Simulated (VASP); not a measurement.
An input for Quantum ESPRESSO's pw.x (written as the equivalent of a VASP run, and not itself run):

```
&CONTROL
  calculation = 'vc-relax'
  pseudo_dir = './pseudo'
  outdir = './out'
  tprnfor = .true.
  tstress = .true.
  nstep = 60
  forc_conv_thr = 0.00039
/
&SYSTEM
  ibrav = 0
  nat = 2
  ntyp = 2
  ecutwfc = 102
  occupations = 'smearing'
  smearing = 'methfessel-paxton'
  degauss = 0.00735
  input_dft = 'pbesol'
/
&ELECTRONS
  conv_thr = 7.3e-08
  electron_maxstep = 100
/
&IONS
/
&CELL
/
ATOMIC_SPECIES
  Cd 112.414 Cd.upf
  O 15.999 O.upf
CELL_PARAMETERS angstrom
    -0.0000000    2.3535523    2.3535523
     2.3535523   -0.0000000    2.3535523
     2.3535523    2.3535523   -0.0000000
ATOMIC_POSITIONS crystal
  Cd   0.0000000  0.0000000  0.0000000
  O    0.5000000  0.5000000  0.5000000
K_POINTS automatic
  12 12 12 0 0 0
```

Q: Write the VASP files for the same calculation (PBEsol).

A: One answer among several that fit: 
INCAR:
```
ALGO = Normal
EDIFF = 1E-6
EDIFFG = -0.01
ENCUT = 520
GGA = PS
IBRION = 2
ISIF = 3
ISMEAR = 1
LASPH = T
LCHARG = F
LMAXMIX = 4
LREAL = F
LWAVE = F
NELM = 100
NSW = 60
PREC = Accurate
SIGMA = 0.1
SYSTEM = CdO
```

### KPOINTS
```
K-points
0
G
 12 12 12
0 0 0
```

File POSCAR:
```
CdO
1
   -0.0000000000     2.3535523140     2.3535523140
    2.3535523140    -0.0000000000     2.3535523140
    2.3535523140     2.3535523140    -0.0000000000
Cd O
1 1
Direct
  0.0000000000   0.0000000000   0.0000000000
  0.5000000000   0.5000000000   0.5000000000
```

POTCAR, in this order: Cd O (PBE.64 set). Program: vasp_std.

Limits of the translation: the potentials are each code's own (VASP's PAW set, PseudoDojo norm-conserving files in pw.x), so ENCUT and ecutwfc are chosen apart and not converted; conv_thr bounds pw.x's estimated SCF error, while EDIFF bounds the energy change between steps; forc_conv_thr acts on force components and is met together with etot_conv_thr.

The compound is CdO in the rock salt structure. It was relaxed first. The start is the result of an earlier pass.
